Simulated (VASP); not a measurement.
```yaml
crystal:
  lattice:
    - [4.00806, 0.00000, 0.00000]
    - [0.00000, 4.00806, 0.00000]
    - [0.00000, 0.00000, 4.00806]
  atoms:
    - { symbol: K, position: [0.00000, 0.00000, 0.00000] }
    - { symbol: Mg, position: [0.50000, 0.50000, 0.50000] }
    - { symbol: F, position: [0.50000, 0.00000, 0.50000] }
    - { symbol: F, position: [0.00000, 0.50000, 0.50000] }
    - { symbol: F, position: [0.50000, 0.50000, 0.00000] }
```

Level of theory: AM05 GGA, VASP's PBE PAW potentials (set 64) (plane waves; VASP). Numerical set-up: 520 eV cut-off, Gaussian smearing of 0.050 eV, potentials K_sv Mg F.

### Question
Estimate the band gap (along the path) with the smallest direct gap where there is one.

### Answer

```
Item                                   Result
------------------------------------  -------
band gap (along the path)             7.19 eV
smallest direct gap (along the path)  7.51 eV
```

The absolute energy has meaning only against runs of the same code, potentials and settings.

The compound is KMgF3 in the cubic perovskite structure. It was relaxed first.
